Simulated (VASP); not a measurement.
An input for Ansatz (written as the equivalent of a VASP run, and not itself run):

Ansatz 0.2 input:
```yaml
crystal:
  lattice:
    - [3.7209308, 0.0000000, 0.0000000]
    - [-1.8604654, 3.2224208, 0.0000000]
    - [0.0000000, 0.0000000, 5.7510817]
  atoms:
    - { symbol: Pt, position: [0.0000000, 0.0000000, 0.0000000] }
    - { symbol: Se, position: [0.3333330, 0.6666670, 0.2276213] }
    - { symbol: Se, position: [0.6666670, 0.3333330, 0.7723787] }
kpoints:
  mp_grid: { grid: [6, 6, 4] }
hamiltonian:
  xc: r2scan
  pseudopotentials: { kind: paw }
scf:
  occupations: { method: gaussian, width: 0.05 }
  max_iter: 100
relax:
  max_steps: 60
  f_tol: 0.02
  cell: {}
output: { forces: true, stress: true, eigenvalues: true }
```

### Question
Translate this input to VASP (INCAR, KPOINTS, POSCAR, choice of POTCAR).

### Answer
One answer among several that fit: 
File POSCAR:
```
PtSe2
1
    3.7209307508    -0.0000000000     0.0000000000
   -1.8604653754     3.2224207968    -0.0000000000
    0.0000000000    -0.0000000000     5.7510816933
Pt Se
1 2
Direct
  0.0000000000   0.0000000000   0.0000000000
  0.3333330000   0.6666670000   0.2276212973
  0.6666670000   0.3333330000   0.7723787027
```

KPOINTS:
```
Automatic mesh
0
Gamma
6 6 4
0 0 0
```

INCAR:
```
! general
SYSTEM  = PtSe2
PREC    = Accurate
ENCUT   = 480   ! plane-wave cut-off (eV)
LREAL   = .FALSE.   ! projection in real space or not
LASPH   = .TRUE.   ! aspherical one-centre terms

! electronic loop
EDIFF   = 1E-6   ! SCF stop (eV)
NELM    = 100
ALGO    = Normal
LMAXMIX = 6   ! l cut-off of mixed one-centre charges
LMIXTAU = .TRUE.

! smearing
ISMEAR  = 0
SIGMA   = 0.05   ! width (eV)

! functional
METAGGA = R2SCAN

! ions
IBRION  = 2   ! conjugate gradients
NSW     = 60   ! most ionic steps
ISIF    = 3
EDIFFG  = -0.02   ! ionic stop

! output
LWAVE   = .FALSE.
LCHARG  = .FALSE.
```

POTCAR, in this order: Pt Se (PBE.64 set). Program: vasp_std.

Limits of the translation: each code has its own PAW files, so the cut-off isn't converted (ENCUT is set for VASP's; basis.ecutwfc is left out, and Ansatz then takes the one that its files recommend); Ansatz stops its SCF on the density residual and VASP on the energy change (EDIFF).

The compound is PtSe2 in the 1T layered structure. It was relaxed first, which changed the volume by +13 %. The start is the result of an earlier pass.
